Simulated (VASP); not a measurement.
Input:

```xyz
2
Lattice="0.0000 2.5252 2.5252 2.5252 0.0000 2.5252 2.5252 2.5252 0.0000" Properties=species:S:1:pos:R:3 pbc="T T T"
Li     0.0000     0.0000     0.0000
Cl     2.5252     2.5252     2.5252
```

These are optB88-vdW, VASP's PBE PAW potentials (set 64) (plane waves; VASP 6.6.1) values and carry that method's errors. Run with 520 eV cut-off, 9×9×9 Γ-centred mesh, Gaussian smearing of 0.050 eV, potentials Li_sv Cl.

### Question
Predict the energy per atom (σ→0), pressure, band gap (on the k-mesh) with the smallest direct gap where there is one.

### Answer

| Property | Value |
|---|---|
| band gap (on the k-mesh) | 6.70 eV |
| smallest direct gap (on the k-mesh) | 6.70 eV |
| energy per atom (σ→0) | -242.4 kJ/mol of atoms |
| pressure | 1.12 GPa |

Only differences to runs with the same potentials and settings are physical.

The compound is LiCl in the rock salt structure. This cell is one point of a volume scan, at 0.97 of the reference volume.
